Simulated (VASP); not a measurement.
## CeO2 (Cerianite): input slips in a phonon run and what they do

Some phonon runs on CeO2 (Cerianite) get a fault in the input on purpose. Which of them show, and how? The starting structure is a measured crystal structure from the Crystallography Open Database.

Calculated with VASP 6.6.1; Kohn-Sham DFT with plane waves and PAW; LDA+U (Ce f 6 eV).

### Step 1. Starting point

It takes space group Fm-3m (No. 225, cubic). Conventional cell: a = 5.411 Å, b = 5.411 Å, c = 5.411 Å, α = 90.00°, β = 90.00°, γ = 90.00°. Nearest to Ce lie 8 O at 2.34 Å. O has 4 Ce at 2.34 Å nearest. Farther neighbours and most contacts between anions are not listed.

Structure file:

```cif
data_structure
_symmetry_space_group_name_H-M 'Fm-3m'
_symmetry_Int_Tables_number 225
_cell_length_a 5.4110
_cell_length_b 5.4110
_cell_length_c 5.4110
_cell_angle_alpha 90.000
_cell_angle_beta 90.000
_cell_angle_gamma 90.000
_cell_volume 158.43
loop_
_atom_site_label
_atom_site_type_symbol
_atom_site_symmetry_multiplicity
_atom_site_Wyckoff_symbol
_atom_site_fract_x
_atom_site_fract_y
_atom_site_fract_z
_atom_site_occupancy
Ce1 Ce 4 a 0.00000 0.00000 0.00000 1
O1 O 8 c 0.25000 0.25000 0.75000 1
```

### Step 2. Reference modes

The cell comes from a relaxation at this level, not shown (39.71 Å³).

INCAR

```
SYSTEM = CeO2
PREC = Accurate
ENCUT = 520
EDIFF = 1E-08
NELM = 100
ISMEAR = 0
SIGMA = 0.03
LREAL = .FALSE.
ALGO = Normal
GGA = CA
NBANDS = 19
ISPIN = 2
MAGMOM = 1 0 0
LDAU = .TRUE.
LDAUTYPE = 2
LDAUL = 3 -1
LDAUU = 6 0
LDAUJ = 0 0
LDAUPRINT = 1
LASPH = .TRUE.
LMAXMIX = 6
LORBIT = 11
LWAVE = .FALSE.
LCHARG = .FALSE.
KPAR = 2
IBRION = 6
NFREE = 2
POTIM = 0.015
NSW = 1
ISIF = 2
```

POSCAR

```
CeO2
1.0
    0.0000000000      2.7077996972      2.7077996972
    2.7077996972      0.0000000000      2.7077996972
    2.7077996972      2.7077996972      0.0000000000
Ce O
1 2
Direct
    0.0000000000      0.0000000000      0.0000000000
    0.7500000000      0.7500000000      0.7500000000
    0.2500000000      0.2500000000      0.2500000000
```

KPOINTS

```
Automatic mesh
0
Gamma
8 8 8
0 0 0
```

The projector-augmented-wave data sets are Ce and O (LDA family, release 64).

Command:

```bash
$ mpirun -np 2 vasp_std
```

The log of the run:

```text
[banner, memory and clock lines left out]
running    2 mpi-ranks, on    1 nodes
 distrk:  each k-point on    1 cores,    2 groups
 distr:  one band on    1 cores,    1 groups

 POSCAR found type information on POSCAR CeO
 POSCAR found :  2 types and       3 ions
 LDA part: xc-table for (Slater(with rela. corr.)+CA(PZ))
 , standard interpolation
 POSCAR, INCAR and KPOINTS ok, starting setup
 FFT: planning ... GRIDC
 FFT: planning ... GRID_SOFT
 FFT: planning ... GRID
 WAVECAR not read
 entering main loop
       N       E                     dE             d eps       ncg     rms          rms(c)
DAV:   1     0.243129093847E+03    0.24313E+03   -0.11005E+04  2252   0.150E+03
DAV:   2     0.314245564821E+01   -0.23999E+03   -0.20853E+03  2894   0.293E+02
DAV:   3    -0.320936213706E+02   -0.35236E+02   -0.33274E+02  2421   0.140E+02
DAV:   4    -0.332150627918E+02   -0.11214E+01   -0.11202E+01  3511   0.233E+01
DAV:   5    -0.332642277209E+02   -0.49165E-01   -0.49157E-01  3461   0.406E+00    0.878E+02
DAV:   6    -0.268620562482E+02    0.64022E+01   -0.49940E+01  3409   0.454E+01    0.314E+02
DAV:   7    -0.291221175662E+02   -0.22601E+01   -0.25402E+01  3370   0.617E+01    0.418E+02
DAV:   8    -0.267419220532E+02    0.23802E+01   -0.52238E+00  3311   0.190E+01    0.299E+01
DAV:   9    -0.264858872718E+02    0.25603E+00   -0.22003E+00  3253   0.112E+01    0.497E+01
DAV:  10    -0.265010696191E+02   -0.15182E-01   -0.16644E-01  2979   0.269E+00    0.175E+01
DAV:  11    -0.265047717868E+02   -0.37022E-02   -0.18819E-02  3372   0.113E+00    0.647E+01
DAV:  12    -0.265017103364E+02    0.30615E-02   -0.44275E-02  2954   0.234E+00    0.555E+00
DAV:  13    -0.264992754973E+02    0.24348E-02   -0.75522E-03  2684   0.998E-01    0.155E+01
DAV:  14    -0.264993474845E+02   -0.71987E-04   -0.43827E-04  3370   0.154E-01    0.980E+00
DAV:  15    -0.264992986253E+02    0.48859E-04   -0.75161E-05  3059   0.909E-02    0.101E+01
DAV:  16    -0.264990540812E+02    0.24454E-03   -0.68391E-04  2874   0.186E-01    0.533E+00
DAV:  17    -0.264990414140E+02    0.12667E-04   -0.12965E-04  3323   0.803E-02    0.332E+00
DAV:  18    -0.264990323587E+02    0.90553E-05   -0.22746E-05  2460   0.590E-02    0.609E-01
DAV:  19    -0.264990344377E+02   -0.20790E-05   -0.76516E-06  3336   0.230E-02    0.697E-01
DAV:  20    -0.264990332763E+02    0.11614E-05   -0.77854E-06  3026   0.316E-02    0.814E-02
DAV:  21    -0.264990332949E+02   -0.18600E-07   -0.33184E-07  2391   0.474E-03    0.429E-02
DAV:  22    -0.264990332907E+02    0.42101E-08   -0.24282E-07  3231   0.418E-03    0.525E-03
DAV:  23    -0.264990332848E+02    0.58931E-08   -0.20311E-08  1616   0.142E-03
   1 F= -.26499033E+02 E0= -.26499033E+02  d E =-.104290E-10  mag=    -0.0000
[...]
2 F= -.26497995E+02 E0= -.26497995E+02  d E =-.869475E-11  mag=    -0.0000
[...]
3 F= -.26497995E+02 E0= -.26497995E+02  d E =-.870208E-11  mag=     0.0000
[...]
4 F= -.26498073E+02 E0= -.26498073E+02  d E =-.356548E-31  mag=     0.0000
 Finite differences progress:
  Degree of freedom:   2/  2
  Displacement:        1/  2
  Total:               3/  4
 bond charge predicted
       N       E                     dE             d eps       ncg     rms          rms(c)
DAV:   1    -0.264961682621E+02    0.19049E-02   -0.33245E+00  7268   0.117E+01    0.961E+00
DAV:   2    -0.264985424161E+02   -0.23742E-02   -0.34979E-02  8396   0.143E+00    0.933E+00
DAV:   3    -0.264982232688E+02    0.31915E-03   -0.18040E-03 11348   0.275E-01    0.582E+00
DAV:   4    -0.264981197422E+02    0.10353E-03   -0.11417E-03  9494   0.295E-01    0.242E+00
DAV:   5    -0.264980795338E+02    0.40208E-04   -0.21317E-04  9266   0.152E-01    0.365E-01
DAV:   6    -0.264980751958E+02    0.43381E-05   -0.38707E-05 11004   0.488E-02    0.757E-02
DAV:   7    -0.264980746327E+02    0.56309E-06   -0.25373E-05 10184   0.451E-02    0.414E-01
DAV:   8    -0.264980731271E+02    0.15056E-05   -0.91762E-06 10212   0.295E-02    0.238E-02
DAV:   9    -0.264980731320E+02   -0.49195E-08   -0.55535E-07  8254   0.588E-03    0.365E-02
DAV:  10    -0.264980731187E+02    0.13276E-07   -0.85853E-08 10422   0.210E-03    0.241E-02
DAV:  11    -0.264980731173E+02    0.14370E-08   -0.36122E-08  6022   0.150E-03
   5 F= -.26498073E+02 E0= -.26498073E+02  d E =-.363673E-31  mag=    -0.0000
 Finite differences progress:
  Degree of freedom:   2/  2
  Displacement:        2/  2
  Total:               4/  4
```

The job ended after 5.1 min (2 MPI ranks of Intel Xeon Platinum 8488C (Sapphire Rapids), shared host; peak memory 0.61 GiB).

Lines that name or quote the potential files are left out of all logs, and their timing lines are given in words.

From OUTCAR (step 2):

```text
ion  position               nearest neighbor table
   1  0.000  0.000  0.000-   2 2.35   2 2.35   2 2.35   3 2.35   3 2.35   3 2.35   3 2.35   2 2.35

  LATTYP: Found a face centered cubic cell.
 ALAT       =     5.4155993944

 Subroutine GETGRP returns: Found 48 space group operations
 (whereof 48 operations were pure point group operations)

The static configuration has the point symmetry O_h .

 Found     29 irreducible k-points:

   k-points           NKPTS =     29   k-points in BZ     NKDIM =     29   number of bands    NBANDS=     19

   dimension x,y,z NGX =    28 NGY =   28 NGZ =   28
   dimension x,y,z NGXF=    56 NGYF=   56 NGZF=   56

   ENCUT  =  520.0 eV  38.22 Ry    6.18 a.u.   7.12  7.12  7.12*2*pi/ulx,y,z

   NELECT =      24.0000    total number of electrons

 k-points in reciprocal lattice and weights: Automatic mesh
   0.00000000  0.00000000  0.00000000       0.002
   0.12500000  0.00000000  0.00000000       0.016
   0.25000000  0.00000000  0.00000000       0.016
   0.37500000  0.00000000  0.00000000       0.016
   0.50000000  0.00000000  0.00000000       0.008
   0.12500000  0.12500000  0.00000000       0.012
   0.25000000  0.12500000  0.00000000       0.047
   0.37500000  0.12500000  0.00000000       0.047
   0.50000000  0.12500000  0.00000000       0.047
[...]
-0.37500000  0.50000000  0.12500000       0.023
  -0.25000000  0.50000000  0.25000000       0.012

atom =   1  type =  1  l = 3

 onsite density matrix

spin component  1

  0.0381  0.0000  0.0093  0.0004  0.0000 -0.0002  0.0000
  0.0000  0.1400 -0.0000  0.0000 -0.0011  0.0000  0.0014
  0.0093 -0.0000  0.0333  0.0002  0.0000  0.0001 -0.0000
  0.0004  0.0000  0.0002  0.0454  0.0000  0.0000 -0.0000
  0.0000 -0.0011  0.0000  0.0000  0.0333  0.0000 -0.0093
 -0.0002  0.0000  0.0001  0.0000  0.0000  0.0261 -0.0000
  0.0000  0.0014 -0.0000 -0.0000 -0.0093 -0.0000  0.0381

spin component  2

  0.0381 -0.0000  0.0093  0.0004 -0.0000 -0.0002  0.0000
 -0.0000  0.1400  0.0000 -0.0000 -0.0011  0.0000  0.0014
  0.0093  0.0000  0.0333  0.0002 -0.0000  0.0001  0.0000
  0.0004 -0.0000  0.0002  0.0454 -0.0000  0.0000  0.0000
 -0.0000 -0.0011 -0.0000 -0.0000  0.0333 -0.0000 -0.0093
 -0.0002  0.0000  0.0001  0.0000 -0.0000  0.0261  0.0000
  0.0000  0.0014  0.0000  0.0000 -0.0093  0.0000  0.0381

 occupancies and eigenvectors

  o =  0.0259  v =  0.0000  0.0000  0.0000  0.0000  0.0000  0.0000  0.0000  0.4353 -0.0000 -0.5572 -0.0029  0.0000  0.7071  0.0000      0.0000  0.0000  0.0000  0.0000  0.0000  0.0000  0.0000  0.0000  0.0000  0.0000  0.0000  0.0000  0.0000  0.0000
  o =  0.0259  v = -0.4353  0.0000  0.5572  0.0029  0.0000 -0.7071  0.0000  0.0000  0.0000  0.0000  0.0000  0.0000  0.0000  0.0000      0.0000  0.0000  0.0000  0.0000  0.0000  0.0000  0.0000  0.0000  0.0000  0.0000  0.0000  0.0000  0.0000  0.0000
  o =  0.0261  v =  0.0000 -0.0000 -0.0000 -0.0000  0.7906  0.0000  0.6124  0.0000  0.0000  0.0000  0.0000  0.0000  0.0000  0.0000      0.0000  0.0000  0.0000  0.0000  0.0000  0.0000  0.0000  0.0000  0.0000  0.0000  0.0000  0.0000  0.0000  0.0000
  o =  0.0261  v =  0.0000  0.0000  0.0000  0.0000  0.0000  0.0000  0.0000 -0.0000 -0.0000  0.0000  0.0000  0.7906 -0.0000  0.6124      0.0000  0.0000  0.0000  0.0000  0.0000  0.0000  0.0000  0.0000  0.0000  0.0000  0.0000  0.0000  0.0000  0.0000
  o =  0.0263  v =  0.0000  0.0000  0.0000  0.0000  0.0000  0.0000  0.0000  0.4314  0.0000 -0.5603 -0.0020  0.0000 -0.7071  0.0000      0.0000  0.0000  0.0000  0.0000  0.0000  0.0000  0.0000  0.0000  0.0000  0.0000  0.0000  0.0000  0.0000  0.0000
  o =  0.0263  v =  0.4314  0.0000 -0.5603 -0.0020 -0.0000 -0.7071 -0.0000  0.0000  0.0000  0.0000  0.0000  0.0000  0.0000  0.0000      0.0000  0.0000  0.0000  0.0000  0.0000  0.0000  0.0000  0.0000  0.0000  0.0000  0.0000  0.0000  0.0000  0.0000
  o =  0.0449  v =  0.5572  0.0000  0.4353 -0.7071  0.0000 -0.0029 -0.0000  0.0000  0.0000  0.0000  0.0000  0.0000  0.0000  0.0000      0.0000  0.0000  0.0000  0.0000  0.0000  0.0000  0.0000  0.0000  0.0000  0.0000  0.0000  0.0000  0.0000  0.0000
  o =  0.0449  v =  0.0000  0.0000  0.0000  0.0000  0.0000  0.0000  0.0000  0.5572  0.0000  0.4353 -0.7071  0.0000 -0.0029 -0.0000      0.0000  0.0000  0.0000  0.0000  0.0000  0.0000  0.0000  0.0000  0.0000  0.0000  0.0000  0.0000  0.0000  0.0000
  o =  0.0453  v =  0.0000  0.0000  0.0000  0.0000  0.0000  0.0000  0.0000  0.0000 -0.0185  0.0000 -0.0000 -0.6123 -0.0000  0.7904      0.0000  0.0000  0.0000  0.0000  0.0000  0.0000  0.0000  0.0000  0.0000  0.0000  0.0000  0.0000  0.0000  0.0000
  o =  0.0453  v = -0.0000  0.0185 -0.0000  0.0000  0.6123  0.0000 -0.7904  0.0000  0.0000  0.0000  0.0000  0.0000  0.0000  0.0000      0.0000  0.0000  0.0000  0.0000  0.0000  0.0000  0.0000  0.0000  0.0000  0.0000  0.0000  0.0000  0.0000  0.0000
  o =  0.0458  v =  0.0000  0.0000  0.0000  0.0000  0.0000  0.0000  0.0000 -0.5603 -0.0000 -0.4314 -0.7071  0.0000  0.0020 -0.0000      0.0000  0.0000  0.0000  0.0000  0.0000  0.0000  0.0000  0.0000  0.0000  0.0000  0.0000  0.0000  0.0000  0.0000
  o =  0.0458  v = -0.5603  0.0000 -0.4314 -0.7071 -0.0000  0.0020  0.0000  0.0000  0.0000  0.0000  0.0000  0.0000  0.0000  0.0000      0.0000  0.0000  0.0000  0.0000  0.0000  0.0000  0.0000  0.0000  0.0000  0.0000  0.0000  0.0000  0.0000  0.0000
  o =  0.1400  v =  0.0000  0.0000  0.0000  0.0000  0.0000  0.0000  0.0000 -0.0000  0.9998 -0.0000 -0.0000 -0.0114 -0.0000  0.0147      0.0000  0.0000  0.0000  0.0000  0.0000  0.0000  0.0000  0.0000  0.0000  0.0000  0.0000  0.0000  0.0000  0.0000
  o =  0.1400  v =  0.0000  0.9998  0.0000  0.0000 -0.0114  0.0000  0.0147  0.0000  0.0000  0.0000  0.0000  0.0000  0.0000  0.0000      0.0000  0.0000  0.0000  0.0000  0.0000  0.0000  0.0000  0.0000  0.0000  0.0000  0.0000  0.0000  0.0000  0.0000

 average (electrostatic) potential at core
       1 -77.6803       2 -68.8010       3 -68.8007

 E-fermi :   5.5759

 spin component 1
 k-point     1 :       0.0000    0.0000    0.0000
  band No.  band energies     occupation
    ...
      8       1.2034      1.00000
      9       1.2187      1.00000
     10       4.8382      1.00000
     11       4.8546      1.00000
     12       4.8705      1.00000
     13       7.9144      0.00000
     14       8.3146      0.00000
     15       8.3174      0.00000
     16       8.3201      0.00000
     17       8.7118      0.00000
    ...

 k-point     2 :       0.1250    0.0000    0.0000
  band No.  band energies     occupation
    ...
      8       1.3562      1.00000
      9       1.6312      1.00000
     10       4.6547      1.00000
     11       4.7529      1.00000
     12       4.7723      1.00000
     13       7.9301      0.00000
[...]
...
      8       1.6932      1.00000
      9       2.6110      1.00000
     10       4.3086      1.00000
     11       4.5896      1.00000
     12       4.6024      1.00000
     13       7.9671      0.00000
     14       8.2136      0.00000
     15       8.2155      0.00000
     16       8.3238      0.00000
     17       8.3569      0.00000
    ...

 k-point     4 :       0.3750    0.0000    0.0000
  band No.  band energies     occupation
    ...
      8       1.9875      1.00000
      9       3.5352      1.00000
     10       4.0959      1.00000
     11       4.5600      1.00000
     12       4.5600      1.00000
     13       7.8694      0.00000
     14       8.1497      0.00000
     15       8.1500      0.00000
     16       8.2677      0.00000
     17       8.3271      0.00000
    ...

 k-point     5 :       0.5000    0.0000    0.0000
  band No.  band energies     occupation
    ...
      8       2.0851      1.00000
      9       3.9536      1.00000
     10       3.9772      1.00000
     11       4.5927      1.00000
     12       4.5992      1.00000
     13       7.7472      0.00000
     14       8.1291      0.00000
     15       8.1302      0.00000
     16       8.3233      0.00000
     17       8.3285      0.00000
    ...

 k-point     6 :       0.1250    0.1250    0.0000
  band No.  band energies     occupation
    ...
      8       1.4650      1.00000
      9       1.6739      1.00000
     10       4.1295      1.00000
     11       4.9603      1.00000
     12       4.9605      1.00000
     13       7.9376      0.00000
     14       8.2574      0.00000
     15       8.3217      0.00000
     16       8.3218      0.00000
     17       8.4978      0.00000
    ...

  Total        0.0044243      0.0022908      0.0022908      0.0000000     -0.0582532      0.0000000
  in kB        0.1785160      0.0924319      0.0924319      0.0000000     -2.3504474      0.0000000
  external PRESSURE =       0.1211266 kB  Pullay stress =       0.0000000 kB

  energy-cutoff  :      520.00
  volume of cell :       39.71
      direct lattice vectors                 reciprocal lattice vectors
     0.000000000  2.707799697  2.707799697    -0.184651767  0.184651767  0.184651767
     2.707799697  0.000000000  2.707799697     0.184651767 -0.184651767  0.184651767
     2.707799697  2.707799697  0.000000000     0.184651767  0.184651767 -0.184651767

 POSITION                                       TOTAL-FORCE (eV/Angst)
 -----------------------------------------------------------------------------------
      0.00000      0.00000      0.00000        -0.069002      0.000000      0.000000
      4.04670      4.06170      4.06170         0.128219      0.000000      0.000000
      1.35390      1.35390      1.35390        -0.059217      0.000000      0.000000
 -----------------------------------------------------------------------------------
    total drift:                               -0.000342      0.000001      0.000001

  FREE ENERGIE OF THE ION-ELECTRON SYSTEM (eV)
  ---------------------------------------------------
  free  energy   TOTEN  =       -26.4980731173 eV

  energy  without entropy=      -26.4980731173  energy(sigma->0) =      -26.49807312

 Eigenvectors and eigenvalues of the dynamical matrix
 ----------------------------------------------------

   1 f  =   13.818708 THz    86.825502 2PiTHz  460.942479 cm-1    57.149558 meV
             X         Y         Z           dx          dy          dz
      0.000000  0.000000  0.000000     0.000000    0.000000   -0.000000
      4.061700  4.061700  4.061700    -0.316680   -0.632229    0.000581
      1.353900  1.353900  1.353900     0.316680    0.632229   -0.000581

   2 f  =   13.818708 THz    86.825502 2PiTHz  460.942479 cm-1    57.149558 meV
             X         Y         Z           dx          dy          dz
      0.000000  0.000000  0.000000     0.000000   -0.000000    0.000000
      4.061700  4.061700  4.061700     0.628243   -0.314610    0.079565
      1.353900  1.353900  1.353900    -0.628243    0.314610   -0.079565

   3 f  =   13.818708 THz    86.825502 2PiTHz  460.942479 cm-1    57.149558 meV
             X         Y         Z           dx          dy          dz
      0.000000  0.000000  0.000000    -0.000000    0.000000    0.000000
      4.061700  4.061700  4.061700    -0.070882    0.036150    0.702616
      1.353900  1.353900  1.353900     0.070882   -0.036150   -0.702616

   4 f  =    9.293293 THz    58.391483 2PiTHz  309.990893 cm-1    38.433955 meV
             X         Y         Z           dx          dy          dz
      0.000000  0.000000  0.000000    -0.061818    0.004977   -0.427010
      4.061700  4.061700  4.061700     0.091389   -0.007358    0.631270
      1.353900  1.353900  1.353900     0.091389   -0.007358    0.631270

   5 f  =    9.293293 THz    58.391483 2PiTHz  309.990893 cm-1    38.433955 meV
             X         Y         Z           dx          dy          dz
      0.000000  0.000000  0.000000     0.423144    0.058854   -0.060573
      4.061700  4.061700  4.061700    -0.625555   -0.087007    0.089547
      1.353900  1.353900  1.353900    -0.625555   -0.087007    0.089547

   6 f  =    9.293293 THz    58.391483 2PiTHz  309.990893 cm-1    38.433955 meV
             X         Y         Z           dx          dy          dz
      0.000000  0.000000  0.000000     0.057544   -0.427429   -0.013313
      4.061700  4.061700  4.061700    -0.085071    0.631889    0.019681
      1.353900  1.353900  1.353900    -0.085071    0.631889    0.019681

   7 f/i=    0.003127 THz     0.019649 2PiTHz    0.104316 cm-1     0.012934 meV
             X         Y         Z           dx          dy          dz
      0.000000  0.000000  0.000000     0.037398    0.901329   -0.004812
      4.061700  4.061700  4.061700     0.012648    0.304843   -0.001627
      1.353900  1.353900  1.353900     0.012648    0.304843   -0.001627

   8 f/i=    0.003127 THz     0.019649 2PiTHz    0.104316 cm-1     0.012934 meV
             X         Y         Z           dx          dy          dz
      0.000000  0.000000  0.000000    -0.197479    0.012892    0.880143
      4.061700  4.061700  4.061700    -0.066790    0.004360    0.297678
      1.353900  1.353900  1.353900    -0.066790    0.004360    0.297678

   9 f/i=    0.003127 THz     0.019649 2PiTHz    0.104316 cm-1     0.012934 meV
             X         Y         Z           dx          dy          dz
      0.000000  0.000000  0.000000     0.879443   -0.035433    0.197840
      4.061700  4.061700  4.061700     0.297441   -0.011984    0.066913
      1.353900  1.353900  1.353900     0.297441   -0.011984    0.066913

 ELASTIC MODULI CONTR FROM IONIC RELAXATION (kBar)
 Direction    XX          YY          ZZ          XY          YZ          ZX
 --------------------------------------------------------------------------------
 XX           0.0000      0.0000      0.0000      0.0000      0.0000      0.0000
 YY           0.0000      0.0000      0.0000      0.0000      0.0000      0.0000
 ZZ           0.0000      0.0000      0.0000      0.0000      0.0000      0.0000
 XY           0.0000      0.0000      0.0000    -97.4759     -0.0000      0.0000
 YZ           0.0000      0.0000      0.0000     -0.0000    -97.4759     -0.0000
 ZX           0.0000      0.0000      0.0000      0.0000     -0.0000    -97.4759
 --------------------------------------------------------------------------------

 total charge
# of ion       s       p       d       f       tot
--------------------------------------------------
    1        2.016   5.819   0.993   0.696   9.524
    2        1.562   3.449   0.000   0.000   5.011
    3        1.562   3.449   0.000   0.000   5.011
--------------------------------------------------
tot          5.140  12.717   0.993   0.696  19.546

 magnetization (x)
# of ion       s       p       d       f       tot
--------------------------------------------------
    1        0.000   0.000   0.000   0.000   0.000
    2       -0.000  -0.000   0.000   0.000  -0.000
    3       -0.000  -0.000   0.000   0.000  -0.000
--------------------------------------------------
tot          0.000  -0.000   0.000   0.000   0.000

[... 1 further part left out ...]
```

The last energy, forces, stress and levels in OUTCAR belong to the last displaced cell, not to the cell of POSCAR.

Reference: the zone-centre modes are T2g 460.9, T1u 310.0 cm⁻¹.

[end of part 1 of 2]

[Lines on the potential files, build, host, timing and source positions are cut from VASP's logs without a mark.]

[Logs are printed without paths, hosts, clocks, repeated set-up lines and the standing remarks that a program may print on its own settings, such as how far it seeks lower states.]

[Hosts, paths, dates, database ids (printed as entryN), source tags and the programs' standing remarks are cut or masked in the printed files.]
